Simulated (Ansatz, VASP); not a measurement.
# Be3Se2O in VASP and in Ansatz

```
Be Se O
1.0
     5.78704    0.00000    0.00000
    -2.89352    5.01172    0.00000
     0.00000    0.00000    4.85251
Be Se O
3 2 1
Cartesian
  4.2325 0.0000 0.9098
  -2.1163 3.6655 0.9098
  0.7773 1.3463 0.9098
  0.0000 3.3411 0.9652
  2.8935 1.6706 0.9652
  0.0000 0.0000 0.8892
```

Alike in both runs: functional PBE; k mesh 3 × 3 × 3; occupations gaussian, width 0.15 eV; no spin polarisation.

Ansatz relaxed the structure, and its values are those at the end. VASP's run is a single point on that final structure, the one shown.

|  | VASP | Ansatz |
| --- | --- | --- |
| version | VASP 6.6.1 | Ansatz 0.2.0 |
| potentials or method | VASP PAW PBE potentials, release 64 (Be, Se, O) | scalar-relativistic, plane waves, PAW |
| plane-wave cutoff (eV) | 520 | 420 |
| valence electrons in the cell | 24 | 44 |

VASP gave:

| Property | Result |
| --- | --- |
| gap on the k mesh at the Fermi level (eV) | 2.67 |
| least direct gap on the mesh (eV) | 2.67 |
| pressure (GPa) | -0.3 |
| rms of the force components (eV/Å) | 0.006 |

Task: What did Ansatz give for the same quantities?

Result: gap on the k mesh at the Fermi level (eV): 2.67; least direct gap on the mesh (eV): 2.67; pressure (GPa): -0.3; rms of the force components (eV/Å): 0.007.

The two sets of potentials don't hold the same shells in valence.

Caveats: the k mesh is coarse (spacing up to 0.43 Å⁻¹), so the values aren't converged; this functional lacks dispersion, which binds the layers, so the pressure and a relaxed spacing across them are unreliable.
